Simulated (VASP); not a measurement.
# What goes wrong when Bi2Te3 (Tellurobismuthite) is relaxed with a bad input, part 2 of 2

Aim: see how common mistakes in a VASP relaxation show up, on Bi2Te3 (Tellurobismuthite). The starting structure is a measured crystal structure from the Crystallography Open Database. The first relaxation on each setting starts from this cell expanded by 3 % in volume.

VASP 6.6.1.

Results so far: reference 33.55 Å³ an atom; a leftover external pressure of 100 kbar 28.56 Å³ an atom.

### 5. Relaxation with a cutoff far too low

Level of this step: PBEsol; plane waves and PAW (Bi_d, Te) (VASP).

A slip made on purpose: a cutoff far too low. Against step 2 the input has PREC = Normal and ENCUT = 130 (also changed: NELM).

File INCAR:

```
SYSTEM = Bi2Te3
PREC = Normal
ENCUT = 130
EDIFF = 1E-06
NELM = 60
ISMEAR = 0
SIGMA = 0.03
LREAL = .FALSE.
ALGO = Normal
GGA = PS
NBANDS = 30
LORBIT = 11
LWAVE = .FALSE.
LCHARG = .FALSE.
KPAR = 8
IBRION = 2
NSW = 50
ISIF = 3
EDIFFG = -0.006
```

File POSCAR:

```
Bi2Te3
1.0
   -4.4294285669      0.0000000000      0.0000000000
    2.2147142835     -3.8359976632      0.0000000000
    2.2147142835      1.2786658877     10.2663233779
Bi Te
2 3
Direct
    0.2000000000      0.6000000000      0.8000000000
    0.8000000000      0.4000000000      0.2000000000
    0.5810000000      0.7905000000      0.3715000000
    0.4190000000      0.2095000000      0.6285000000
    0.0000000000      0.0000000000      0.0000000000
```

File KPOINTS:

```
Automatic mesh
0
Gamma
6 6 6
0 0 0
```

PAW data sets: Bi_d and Te (PBE family, release 64).

Started as:

```console
$ mpirun -np 8 vasp_std
```

What it wrote:

```text
[... set-up lines as in an earlier step ...]
 entering main loop
       N       E                     dE             d eps       ncg     rms          rms(c)
DAV:   1     0.164619985974E+03    0.16462E+03   -0.12071E+04  2856   0.463E+02
DAV:   2     0.241991343039E+02   -0.14042E+03   -0.13475E+03  2402   0.155E+02
DAV:   3     0.177441044824E+02   -0.64550E+01   -0.63970E+01  2202   0.289E+01
DAV:   4     0.176497303226E+02   -0.94374E-01   -0.94275E-01  2064   0.356E+00
[...]
DAV:  15     0.231137168950E+02    0.98226E-05   -0.16498E-06  1506   0.447E-03    0.601E-02
DAV:  16     0.231137213265E+02    0.44315E-05   -0.16615E-07  1062   0.175E-03    0.601E-02
DAV:  17     0.231137204881E+02   -0.83837E-06   -0.41570E-08  1068   0.797E-04
   1 F= 0.23113720E+02 E0= 0.23113720E+02  d E =0.231137E+02
[...]
-----------------------------------------------------------------------------
|                                                                             |
|     EEEEEEE  RRRRRR   RRRRRR   OOOOOOO  RRRRRR      ###     ###     ###     |
[...]
|     E        R    R   R    R   O     O  R    R      ###     ###     ###     |
|     EEEEEEE  R     R  R     R  OOOOOOO  R     R     ###     ###     ###     |
|                                                                             |
|     Orbital orthonormalization failed in the inversion of matrix            |
|     LAPACK: Routine ZPOTRF failed! kpoint: 1 spin: 1                        |
|                                                                             |
|     Possible solutions for this issue are:                                  |
|     - Please check whether the atoms are too close to each other.           |
|     - Decreasing POTIM might help during relaxations or MDs.                |
|     - Deleting CHGCAR or WAVECAR if incompatible with the structure.        |
|     - Try calculating without symmetrizing (ISYM = 0 or ISYM = -1).         |
|     - As last resort: using a different PAW for some of the atoms.          |
|                                                                             |
|       ---->  I REFUSE TO CONTINUE WITH THIS SICK JOB ... BYE!!! <----       |
|                                                                             |
 -----------------------------------------------------------------------------

1
1
1
1
1
1
1
1
```

Elapsed: 7.2 s, on 8 MPI ranks of AMD EPYC 9R14 (Zen 4), shared host.

VASP stopped with this message: “Orbital orthonormalization failed in the inversion of matrix LAPACK: Routine ZPOTRF failed! kpoint: 1 spin: 1”.

### 6. Relaxation with only the volume free (ISIF = 7)

A slip made on purpose: only the volume free (ISIF = 7). Against step 2 the input has ISIF = 7 (also changed: NELM).

INCAR, as its differences from that of step 5:

```diff
@@ -1,4 +1,4 @@
 SYSTEM = Bi2Te3
-PREC = Normal
-ENCUT = 130
+PREC = Accurate
+ENCUT = 450
 EDIFF = 1E-06
@@ -17,3 +17,3 @@
 NSW = 50
-ISIF = 3
+ISIF = 7
 EDIFFG = -0.006
```

POSCAR is that of step 5.

KPOINTS is that of step 5.

Started as:

```console
$ mpirun -np 8 vasp_std
```

What it wrote:

```text
[... set-up lines as in an earlier step ...]
 entering main loop
       N       E                     dE             d eps       ncg     rms          rms(c)
[... 13 cycles as in an earlier step ...]
   1 F= -.20251114E+02 E0= -.20251114E+02  d E =-.202511E+02
[... from here on, the cycles between the ionic steps are left out ...]
   2 F= -.20280677E+02 E0= -.20280677E+02  d E =-.295628E-01
   5 F= -.20294913E+02 E0= -.20294913E+02  d E =-.278142E-05
   9 F= -.20294910E+02 E0= -.20294910E+02  d E =-.249205E-06
  13 F= -.20294928E+02 E0= -.20294928E+02  d E =-.175904E-04
  17 F= -.20294927E+02 E0= -.20294927E+02  d E =0.287781E-06
  21 F= -.20294928E+02 E0= -.20294928E+02  d E =-.905329E-07
  25 F= -.20294928E+02 E0= -.20294928E+02  d E =0.604650E-07
  29 F= -.20294927E+02 E0= -.20294927E+02  d E =0.639479E-06
  33 F= -.20294927E+02 E0= -.20294927E+02  d E =-.618757E-07
  37 F= -.20294927E+02 E0= -.20294927E+02  d E =-.144539E-06
  41 F= -.20294927E+02 E0= -.20294927E+02  d E =-.238741E-06
  45 F= -.20294927E+02 E0= -.20294927E+02  d E =-.211123E-06
  49 F= -.20294927E+02 E0= -.20294927E+02  d E =0.982334E-06
  50 F= -.20294927E+02 E0= -.20294927E+02  d E =0.599285E-06
[...]
opt :   0.4176  next Energy=   -20.294928 (dE=-0.298E-06)
```

Elapsed: 3.9 min, on 8 MPI ranks; peak memory 3.1 GiB.

OUTCAR, selected parts (step 6):

```text
  Total        0.0749743      0.0749743     -0.1796544     -0.0000000      0.0000000     -0.0000000
  in kB        0.7168447      0.7168447     -1.7177118     -0.0000000      0.0000000     -0.0000000
  external PRESSURE =      -0.0946741 kB  Pullay stress =       0.0000000 kB

 POSITION                                       TOTAL-FORCE (eV/Angst)
 -----------------------------------------------------------------------------------
      2.18526     -1.26166      8.10384         0.000000     -0.000000      0.004101
     -2.18526     -1.26166      2.02596        -0.000000      0.000000     -0.004101
      0.00000     -2.52332      3.76322        -0.000000      0.000000     -0.025649
      0.00000     -0.00000      6.36658         0.000000     -0.000000      0.025649
      0.00000      0.00000      0.00000         0.000000      0.000000      0.000000
 -----------------------------------------------------------------------------------
    total drift:                                0.000000      0.000000     -0.000000

  FREE ENERGIE OF THE ION-ELECTRON SYSTEM (eV)
  ---------------------------------------------------
  free  energy   TOTEN  =       -20.2949269061 eV

  energy  without entropy=      -20.2949269059  energy(sigma->0) =      -20.29492691

[... 1 part as in an earlier step ...]

[... 2 further parts left out ...]
[key lines of the parts left out:]
E-fermi :   6.3202
```

With only the volume free, forces and the rest of the stress can never meet EDIFFG, so the run used up its 50 ionic steps.

### 7. The runs compared

```
                                     run            ended  volume (Å³/atom)  change (%)  pressure left (GPa)  core minutes
                               reference        converged            33.554           -                  0.0          15.1
            a loose electronic threshold    not converged                 -           -                    -          19.3
a leftover external pressure of 100 kbar        converged            28.563      -14.87                 10.0          25.7
                    a cutoff far too low  stopped by VASP                 -           -                    -          0.96
         only the volume free (ISIF = 7)    not converged                 -           -                    -          30.8
```

Core minutes are wall time times ranks, summed over the relaxations behind a row (those for a bulk modulus apart), on shared hosts.

### 8. Summary of results

| Item | Value |
| --- | --- |
| volume of the reference | 33.55 Å³/atom |
| volume against the reference, a leftover external pressure of 100 kbar | -14.87 % |
| run with a loose electronic threshold | not converged |
| run with a cutoff far too low | stopped by VASP |
| run with only the volume free (ISIF = 7) | not converged |

In words: VASP stopped by itself in the run with a cutoff far too low. The runs with a loose electronic threshold and only the volume free (ISIF = 7) didn't converge. Finished, but with signs in the output that stand out against the reference: a leftover external pressure of 100 kbar, with the volume changed by -14.9 % (signs: the Pulay stress that OUTCAR prints, which here is the typed pressure and an energy that rises by up to 0.3 eV an atom on the way). The reference was restarted once and the runs with a slip weren't, so their cells may not have settled fully. Further runs on this material are not shown.

[Lines on the potential files, build, host, timing and source positions are cut from VASP's logs without a mark.]

[Logs are printed without paths, hosts, clocks, repeated set-up lines and the standing remarks that a program may print on its own settings, such as how far it seeks lower states.]

[Hosts, paths, dates, database ids (printed as entryN), source tags and the programs' standing remarks are cut or masked in the printed files.]
